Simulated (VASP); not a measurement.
Computed with PBE GGA, VASP's PBE PAW potentials (set 64) (plane waves; VASP).

Input for VASP

**POSCAR**
```
CoSi2
1
    0.0000000000     2.7336000000     2.7336000000
    2.7336000000     0.0000000000     2.7336000000
    2.7336000000     2.7336000000     0.0000000000
Co Si
1 2
Direct
  0.0000000000   0.0000000000   0.0000000000
  0.2500000000   0.2500000000   0.2500000000
  0.7500000000   0.7500000000   0.7500000000
```

KPOINTS:
```
Automatic mesh
0
Gamma
9 9 9
0 0 0
```

**INCAR**
```
ISMEAR = 1   ! Methfessel-Paxton
NELM = 100
EDIFF = 1E-6
AMIX = 0.2
ISIF = 2   ! forces and stress, cell fixed
GGA = PE   ! PBE
ENCUT = 400
LMAXMIX = 4
BMIX = 0.0001
LCHARG = .False.
ALGO = Normal   ! blocked Davidson
LWAVE = .False.
LREAL = .False.
SIGMA = 0.1   ! width (eV)
LASPH = .True.   ! aspherical one-centre terms
IMIX = 1
PREC = Accurate
SYSTEM = CoSi2
```

POTCAR, in this order: Co Si (PBE.64 set). Program: vasp_std.

Estimate the energy per atom (σ→0), pressure, band gap (on the k-mesh).

```
Property                                                    Result
------------------------  ----------------------------------------
energy per atom (σ→0)                               -6.406 eV/atom
band gap (on the k-mesh)  none (metal, semimetal or under 0.01 eV)
pressure                                                 -9.64 GPa
```

**OSZICAR**
```
...
DAV:  43    -0.192178572781E+02    0.13837E-05   -0.55276E-05  1160   0.160E-01    0.159E-02
DAV:  44    -0.192178564246E+02    0.85350E-06   -0.39435E-05  1156   0.135E-01    0.133E-02
DAV:  45    -0.192178557026E+02    0.72202E-06   -0.28207E-05  1152   0.114E-01    0.113E-02
DAV:  46    -0.192178552812E+02    0.42140E-06   -0.20116E-05  1156   0.964E-02    0.947E-03
DAV:  47    -0.192178549011E+02    0.38013E-06   -0.14382E-05  1132   0.816E-02    0.807E-03
DAV:  48    -0.192178546978E+02    0.20330E-06   -0.10249E-05  1096   0.689E-02    0.676E-03
DAV:  49    -0.192178544937E+02    0.20405E-06   -0.73006E-06  1000   0.582E-02
   1 F= -.19217854E+02 E0= -.19217872E+02  d E =0.526815E-04
```

The compound is CoSi2 in the fluorite structure. The cell was not relaxed at this level. The run is one of a series of settings (AMIX = 0.2, BMIX = 0.0001, IMIX = 1 against the base run), some of them coarse on purpose. The run is not spin-polarised, so no magnetic state was tried. The electron count is odd and the run is not spin-polarised, which forces a metal.
